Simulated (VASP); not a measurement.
All values below come from PBEsol GGA, VASP's PBE PAW potentials (set 64) (plane waves; VASP).

The input files of a VASP run:

### POSCAR
```
Tb
3.5600470
  0.5000000563  -0.8660253781   0.0000000000
  0.5000000563   0.8660253781   0.0000000000
  0.0000000000   0.0000000000   1.5632165986
Tb
2
Cartesian
  0.5000000563   0.2886757034   0.3908041497
  0.5070224355  -0.2886757034   1.1724124490
```

### INCAR
```
SYSTEM = Tb
PREC = Accurate
ENCUT = 480
EDIFF = 1E-7
NELM = 100
ALGO = Normal
LREAL = .FALSE.
LASPH = .TRUE.
ISMEAR = 1
SIGMA = 0.1
GGA = PS
LMAXMIX = 6
LWAVE = .FALSE.
LCHARG = .FALSE.
ISIF = 2
```

### KPOINTS
```
Automatic
0
G
 12 12 6
0 0 0
```

POTCAR, in this order: Tb_3 (PBE.64 set). Program: vasp_std.

Output

**OSZICAR**
```
       N       E                     dE             d eps       ncg     rms          rms(c)
DAV:   1     0.404802033825E+02    0.40480E+02   -0.86046E+03  7712   0.117E+03
DAV:   2    -0.789290601058E+01   -0.48373E+02   -0.47316E+02  8296   0.250E+02
DAV:   3    -0.993513214280E+01   -0.20422E+01   -0.18891E+01 10453   0.302E+01
DAV:   4    -0.998010405509E+01   -0.44972E-01   -0.43648E-01  8737   0.446E+00
DAV:   5    -0.998122136185E+01   -0.11173E-02   -0.11147E-02 10740   0.564E-01    0.244E+01
DAV:   6    -0.997572584863E+01    0.54955E-02   -0.24335E-02  8868   0.128E+00    0.146E+01
DAV:   7    -0.998183604189E+01   -0.61102E-02   -0.43197E-02  8992   0.171E+00    0.229E-01
DAV:   8    -0.998139829091E+01    0.43775E-03   -0.25046E-03  8641   0.409E-01    0.595E-02
DAV:   9    -0.998139354093E+01    0.47500E-05   -0.22608E-04  9516   0.120E-01    0.311E-02
DAV:  10    -0.998138871464E+01    0.48263E-05   -0.29059E-05  8696   0.404E-02    0.328E-02
DAV:  11    -0.998138876141E+01   -0.46772E-07   -0.33186E-06  8391   0.142E-02    0.186E-03
DAV:  12    -0.998138891106E+01   -0.14966E-06   -0.32564E-07  8722   0.466E-03    0.280E-03
DAV:  13    -0.998138885563E+01    0.55433E-07   -0.18376E-08  4533   0.109E-03
   1 F= -.99813889E+01 E0= -.99815102E+01  d E =0.363944E-03
```

**OUTCAR**
```
------------------------ aborting loop because EDIFF is reached ----------------------------------------
  FORCE on cell =-STRESS in cart. coord.  units (eV):
  Direction    XX          YY          ZZ          XY          YZ          ZX
  --------------------------------------------------------------------------------------
  Total        0.0191117      0.0179824     -0.0624727     -0.0280945      0.0000000      0.0000000
  in kB        0.5012932      0.4716737     -1.6386402     -0.7369109      0.0000000      0.0000000
  external PRESSURE =      -0.2218911 kB  Pullay stress =       0.0000000 kB
  volume of cell :       61.08
      direct lattice vectors                 reciprocal lattice vectors
     1.780023700 -3.083091049  0.000000000     0.280895136 -0.162174906  0.000000000
     1.780023700  3.083091049  0.000000000     0.280895136  0.162174906  0.000000000
     0.000000000  0.000000000  5.565124562     0.000000000  0.000000000  0.179690497
 POSITION                                       TOTAL-FORCE (eV/Angst)
 -----------------------------------------------------------------------------------
      1.78002      1.02770      1.39128         0.024121     -0.001203     -0.000000
      1.80502     -1.02770      4.17384        -0.024121      0.001203      0.000000
 -----------------------------------------------------------------------------------
    total drift:                                0.000000     -0.000001      0.000000
  FREE ENERGIE OF THE ION-ELECTRON SYSTEM (eV)
  ---------------------------------------------------
  free  energy   TOTEN  =        -9.9813888556 eV

  energy  without entropy=       -9.9817527998  energy(sigma->0) =       -9.98151017
```
(Selected blocks of OUTCAR.)

The 4f electrons are frozen in the core of the lanthanide potential, so 4f levels, which can set the real gap, and their magnetism are missing.

The compound is Tb in the hcp structure. This cell was strained or had an atom moved on purpose.
